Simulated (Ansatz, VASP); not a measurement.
# AlFe in two plane-wave programs

One calculation is typed for both programs; each brings its own data sets. How far apart do they land? The cell is taken from a series of runs on this material, whose earlier steps may have relaxed, scaled, displaced or heated it; both programs get it as it stands.

Calculated with Ansatz 0.2.0; plane waves, with VASP 6.6.1 beside it; relaxation of cell and atoms at LDA.

## (1) The structure

It takes space group Pm-3m (No. 221, cubic). Conventional cell: a = 2.815 Å, b = 2.815 Å, c = 2.815 Å, α = 90.00°, β = 90.00°, γ = 90.00°. Al has 8 Fe at 2.44 Å nearest. Fe has 8 Al at 2.44 Å nearest. Farther neighbours are not listed.

## (2) Ansatz: relaxation of cell and atoms, LDA, pair 1

Ansatz runs on its default PAW (the set named soft_2) files.

The relaxed volume is the usual yardstick between codes: in a stiff, nearly cubic crystal its relative difference is about their pressure difference at one cell divided by the bulk modulus.

The input, input.yaml:

```yaml
crystal:
  lattice:
    - [2.8150386102, 0.0, 0.0]
    - [0.0, 2.8150386102, 0.0]
    - [0.0, 0.0, 2.8150386102]
  atoms:
    - { symbol: Al, position: [0.0, 0.0, 0.0] }
    - { symbol: Fe, position: [0.5, 0.5, 0.5], spin: 0.66 }
kpoints:
  mp_grid: { grid: [14, 14, 14] }
hamiltonian:
  xc: lda
scf:
  occupations: { method: gaussian, width: 0.1 }
  lower_state_search: "off"
output:
  forces: true
  stress: true
  eigenvalues: true
  populations: true
magnetization:
  spin_polarized: true
relax:
  adjacent_minimum: "off"
  f_tol: 0.005
  max_steps: 80
  cell: { stress_tol: 0.05 }
```

Command:

```bash
> ansatz run input.yaml --threads 8 --pin off --max-ram 16384MiB --backend cpu --events-out ev --progress --plain --runs-dir out
```

Numbers of over 12 decimals in the logs are rounded to 6 here.

The log of the run:

```text
Engine: ansatz 0.2.0, aarch64-unknown-linux-gnu
Pseudopotentials: kind: paw
Pseudopotential: Al, paw, valence charge 3, recommended cutoff 420 eV (normal), Al.paw.azcp
Pseudopotential: Fe, paw, valence charge 16, recommended cutoff 420 eV (normal), Fe.paw.azcp
Functional definition: SPW92
  exchange = slater_x
  correlation = pw_c
Crystal: 2 atoms, lattice volume = 22.308 Å³
Basis set: ecut = 420 eV, 461 PW (Γ)
Bands: 14, of which v1, the nominal top of the filled ones, is band 10 counted from 1 (9 counted from 0)
Symmetry: 48 space group operations
Space group: Pm-3m (ITA 221), of the structure as read, at distance tolerance 2.8e-5 Å
Magnetic group: BNS 221.92 (UNI 1594), of the structure as read, at distance tolerance 2.8e-5 Å
k-points: 120 of 2744
Non-local potential: Al, projectors of the file, l = 0: 2, l = 1: 2, l = 2: 1
Non-local potential: Fe, projectors of the file, l = 0: 3, l = 1: 2, l = 2: 3, l = 3: 1
PAW form: soft (Blöchl's): semilocal exchange-correlation on the pseudo side does not see the compensation charge
PAW frozen core: Al, regenerated for the run's functional, and the local potential with it (the file was generated under x = pbe(κ = 0.804, μ = 0.219515), c = pbe(β = 0.066725))
PAW frozen core: Fe, regenerated for the run's functional, and the local potential with it (the file was generated under x = pbe(κ = 0.804, μ = 0.219515), c = pbe(β = 0.066725))
PAW one-centre angular grid: Al, 110 points (default); XC on 64 Gauss nodes
PAW one-centre angular grid: Fe, 590 points (default); XC on 64 Gauss nodes
Initial density: superposition of atomic densities (chi_scale 0.1, normalization cell)
Starting moments: Σ|m| = 0.66 μB on 1 of 2 sites
Initial wavefunctions: pseudopotential atomic-orbital guess
Functional: x = slater, c = lda
iter 1 solved again at ethr=2.53e-3 eV; its pass at ethr=3.10e-3 eV (dr2=4.81e-1 eV) is discarded
SCF iter   1: F=—  HF=-4934.009829 eV  |F-HF|=—  |Δ(HF+E_count)|=         —  Δρ=2.97e-2 (↑2.97e-2 ↓2.15e-2)  dr2=4.80e-1  dr2_m=7.91e-3  M=0.577 μB ∫|m|=0.612 μB  β_m=0.30  ethr=2.53e-3  ⟨swp⟩=1.0  Hψ=20818  notcnv=0
preconditioner: auto → none  [metal: Δε(μ)=0.003 eV  Ē_g=8.394 eV  σ=0.100 eV  W_gap=0.02  n_scr=6 (ndim 8)  ℏωp=26.1 eV  f_vac=0.000  D(μ)=2.17/eV (n_scr^D=26)  sad-step TF]
SCF iter   2: F=—  HF=-4933.868350 eV  |F-HF|=—  |Δ(HF+E_count)|=   1.41e-1  Δρ=2.48e-2 (↑2.48e-2 ↓1.83e-2)  dr2=2.78e-1  dr2_m=4.57e-3  M=0.584 μB ∫|m|=0.623 μB  β_m=1.00  ethr=2.53e-3  ⟨swp⟩=2.0  Hψ=4400  notcnv=0
SCF iter   3: F=—  HF=-4933.720094 eV  |F-HF|=—  |Δ(HF+E_count)|=   1.48e-1  Δρ=1.44e-2 (↑1.44e-2 ↓1.23e-2)  dr2=2.05e-1  dr2_m=2.99e-4  M=0.581 μB ∫|m|=0.635 μB  β_m=1.00  ethr=1.46e-3  ⟨swp⟩=2.7  Hψ=6583  notcnv=0  defer=2
SCF iter   4: F=—  HF=-4933.678468 eV  |F-HF|=—  |Δ(HF+E_count)|=   4.16e-2  Δρ=5.27e-3 (↑5.27e-3 ↓5.03e-3)  dr2=4.32e-3  dr2_m=5.06e-4  M=0.595 μB ∫|m|=0.650 μB  β_m=1.00  ethr=1.08e-3  ⟨swp⟩=2.1  Hψ=5302  notcnv=0  defer=4
SCF iter   5: F=—  HF=-4933.671541 eV  |F-HF|=—  |Δ(HF+E_count)|=   6.93e-3  Δρ=2.07e-3 (↑2.07e-3 ↓1.88e-3)  dr2=6.21e-4  dr2_m=7.01e-5  M=0.601 μB ∫|m|=0.657 μB  β_m=1.00  ethr=2.27e-5  ⟨swp⟩=2.0  Hψ=5925  notcnv=0  defer=11
SCF iter   6: F=—  HF=-4933.670985 eV  |F-HF|=—  |Δ(HF+E_count)|=   5.56e-4  Δρ=9.43e-4 (↑4.22e-4 ↓9.43e-4)  dr2=2.90e-4  dr2_m=2.12e-5  M=0.606 μB ∫|m|=0.661 μB  β_m=0.30  ethr=3.27e-6  ⟨swp⟩=2.0  Hψ=5734  notcnv=0  defer=11
Mixer restart at iter 6: flushing history
spin-set hold released at iteration 6 (site moments contracting): the magnetisation degrees of freedom join the quasi-Newton model from the next iteration; the mixer history was flushed
SCF iter   7: F=—  HF=-4933.671377 eV  |F-HF|=—  |Δ(HF+E_count)|=   3.92e-4  Δρ=6.67e-4 (↑6.67e-4 ↓2.10e-4)  dr2=5.00e-5  dr2_m=3.65e-5  M=0.607 μB ∫|m|=0.663 μB  β_m=0.46  ethr=1.53e-6  ⟨swp⟩=2.1  Hψ=4056  notcnv=0  defer=11
SCF iter   8: F=—  HF=-4933.671760 eV  |F-HF|=—  |Δ(HF+E_count)|=   3.83e-4  Δρ=1.58e-3 (↑6.52e-4 ↓1.58e-3)  dr2=8.33e-4  dr2_m=5.73e-5  M=0.611 μB ∫|m|=0.667 μB  β_m=0.43  ethr=2.63e-7  ⟨swp⟩=2.1  Hψ=5683  notcnv=0  defer=11
SCF iter   9: F=—  HF=-4933.671825 eV  |F-HF|=—  |Δ(HF+E_count)|=   6.47e-5  Δρ=6.01e-4 (↑6.01e-4 ↓3.55e-4)  dr2=1.65e-5  dr2_m=4.51e-5  M=0.614 μB ∫|m|=0.672 μB  β_m=0.76  ethr=2.63e-7  ⟨swp⟩=2.1  Hψ=5533  notcnv=0  defer=11
SCF iter  10: F=—  HF=-4933.671840 eV  |F-HF|=—  |Δ(HF+E_count)|=   1.46e-5  Δρ=1.21e-4 (↑8.42e-5 ↓1.21e-4)  dr2=1.62e-7  dr2_m=2.12e-6  M=0.618 μB ∫|m|=0.677 μB  β_m=0.85  ethr=8.68e-8  ⟨swp⟩=1.8  Hψ=4294  notcnv=0  defer=11
iter 11 did not close the SCF: its close was put off for a magnetic moment that had not settled (scf_convergence_deferred on its scf_iter line)
SCF iter  11: F=-4933.671840 eV  HF=-4933.671840 eV  |F-HF|=1.38e-8  |Δ(HF+E_count)|=   5.37e-7  Δρ=1.61e-5 (↑1.61e-5 ↓1.58e-5)  dr2=7.17e-9  dr2_m=4.83e-8  M=0.619 μB ∫|m|=0.678 μB  β_m=0.93  ethr=5.26e-10  ⟨swp⟩=5.3  Hψ=14859  notcnv=0
iter 12 did not close the SCF: its close was put off until two iterations running show no level that it waits for move by more than its bar (scf_convergence_deferred on its scf_iter line)
SCF iter  12: F=-4933.671840 eV  HF=-4933.671840 eV  |F-HF|=4.96e-9  |Δ(HF+E_count)|=   2.94e-8  Δρ=3.50e-6 (↑3.09e-6 ↓3.50e-6)  dr2=3.80e-9  dr2_m=3.96e-10  M=0.619 μB ∫|m|=0.678 μB  β_m=0.87  ethr=3.77e-11  ⟨swp⟩=1.3  Hψ=10115  notcnv=0
SCF iter  13: F=-4933.671840 eV  HF=-4933.671840 eV  |F-HF|=8.19e-12  |Δ(HF+E_count)|=   1.13e-9  Δρ=4.26e-7 (↑2.03e-7 ↓4.26e-7)  dr2=2.86e-11  dr2_m=1.71e-11  M=0.619 μB ∫|m|=0.678 μB  ethr=2.00e-11  ⟨swp⟩=1.6  Hψ=9898  notcnv=0
SCF 1 converged in 13 iterations: F = -4933.671840 eV  dr2 = 2.86e-11
  greatest PAW one-centre occupation: 1.002 electrons in one spin orbital (limit 2), on the Fe atom at site 1 (counted from 0), in its partial waves of l = 1
relax step   1: F+E_penalty+E_count = -4933.67184029 eV  Δ(F+E_penalty+E_count) = +0.000e0 eV  max|allowed force component| = 1.589e-29 eV/Å  Δτ_max = 0.0000 Å  P = +0.103 GPa  Ω = 22.308 Å³  (13 SCF iters, dr2 threshold 1.00e-7 eV, accepted)
[...]
relax step   2: F+E_penalty+E_count = -4933.67183801 eV  Δ(F+E_penalty+E_count) = +2.285e-6 eV  max|allowed force component| = 8.957e-30 eV/Å  Δτ_max = 0.0000 Å  P = +0.044 GPa  Ω = 22.314 Å³  energy of the carried Pulay correction = -5.254e-6 eV  (5 SCF iters, dr2 threshold 2.68e-8 eV, accepted)
[...]
relax step   3: F+E_penalty+E_count = -4933.67183801 eV  Δ(F+E_penalty+E_count) = -3.865e-10 eV  max|allowed force component| = 1.571e-29 eV/Å  Δτ_max = 0.0000 Å  P = +0.045 GPa  Ω = 22.314 Å³  stress off target by 4.47e-2 GPa  SCF on the basis re-selected at this cell (its energy is not comparable with the rows above)  (4 SCF iters)
basis re-selected at this cell: Δ(F+E_penalty+E_count) = -3.865e-10 eV, ΔP = +0.001 GPa vs the last step (what re-selecting the basis moved, of the pressure what is left beyond the Pulay correction that the steps carried, after the strain that the cell walked since its last selection, with what the two solves' SCF thresholds leave and, on support functions, any second-order correction that the steps lacked; it is no  [...]
SCF converged after 4 iterations
Magnetization: 0.6193 μB (9.8097 up, 9.1903 down)
Absolute magnetization: 0.6783 μB (∫|ρ↑−ρ↓|, with the PAW one-centre terms)
Spin contamination: 0.0042 ħ² per cell (⟨S²⟩ above its minimum at these occupations)
Per-site moments (μB) at R_I (Å): [(-0.016064, 1.005729), (0.628193, 1.005729)]
Free energy (F): -4933.671838 eV
Harris-Foulkes:  -4933.671838 eV  (|F-HF|=1.00e-11)
Internal energy: -4933.661491 eV  (E = F + TS)
E sigma→0 (E₀):  -4933.666665 eV
Entropy (-TS):   -0.010347 eV (-5.173 meV/atom)
Fermi energy:    14.741224 eV
--- Per-component energies (eV) ---
  E_band       = -231.171038
  E_kinetic    = 385.895816
  E_local      = -2684.587375  (includes V_loc(G=0)·N_el)
  E_nonlocal   = 231.056728
  E_hartree    = 1162.559640
  E_xc         = -160.131316
  E_vxc        = -185.579417  (∫ρ·V_xc dr)
  E_paw        = -1749.176746  (= ΣΔE_a)
  E_vpaw       = -303.076809  (= ΣTr[D̂ρ^β])
  E_aug_tail   = 0.000919  (compensation charges beyond the density's cutoff)
  E_ewald      = -2119.736409
  E_core_change = 0.457252  (= ΣΔE_core)
  E_smearing   = -0.010347  (= −TS)
  E_closure    = 0.000000  (closes the sum)
  Σ components = -4933.671838   (vs F -4933.671838, Δ=0.00e0)
--- Forces (eV/Å), atoms counted from 1 ---
  atom   1  Al     0.00000000     0.00000000     0.00000000
  atom   2  Fe    -0.00000000     0.00000000     0.00000000
  max |Σ_I F_I| component: 3.17e-29 eV/Å
--- Stress (GPa, compression-positive) ---
        0.044666       0.000000      -0.000000
        0.000000       0.044666      -0.000000
       -0.000000      -0.000000       0.044666
  P = ⅓ Tr σ = 0.0447 GPa (0.447 kbar)
--- Band table (eV; the first three rows and the last of 240) ---
  k-point 0 ↑: bands = [... 6 lower, 12.0339, 14.5446, 14.5446, 14.5446, 21.4556, 21.4556, 21.4556, 24.4492]
  k-point 1 ↑: bands = [... 6 lower, 12.0647, 14.4806, 14.4806, 14.5515, 20.5971, 21.6013, 21.6013, 24.4140]
  k-point 2 ↑: bands = [... 6 lower, 12.1527, 14.3101, 14.3101, 14.5708, 19.1174, 22.0178, 22.0178, 24.3111]
  k-point 119 ↓: bands = [... 6 lower, 11.3228, 15.8672, 15.8672, 17.9247, 17.9247, 17.9247, 19.4973, 21.6028]
--- Relaxed structure (2 steps of the walk, 2 accepted, 1 SCFs on fresh bases) ---
  F+E_penalty+E_count = -4933.67183801 eV   max|allowed force component| = 1.571e-29 eV/Å   (the final SCF, on the basis selected at the relaxed cell)
  cell:  # Å, volume = 22.3141 Å³
    - [2.815310, 0, 0]
    - [0, 2.815310, 0.0]
    - [0, 0.0, 2.815310]
  atoms:
    - { symbol: Al, position: [0, 0, 0] }
    - { symbol: Fe, position: [0.5, 0.5, 0.5] }
--- Löwdin populations: 2 sites ---
  site symbol       q [e]    m [muB]
     0     Al      3.0940    -0.0399
     1     Fe     15.7517     0.6583
  spilling = 0.008117 (of n_electrons = 19.000000)
```

(Part 1 of 2 ends here.)

[Lines on the potential files, build, host, timing and source positions are cut from VASP's logs without a mark.]

[Logs are printed without paths, hosts, clocks, repeated set-up lines and the standing remarks that a program may print on its own settings, such as how far it seeks lower states.]

[Hosts, paths, dates, database ids (printed as entryN), source tags and the programs' standing remarks are cut or masked in the printed files.]
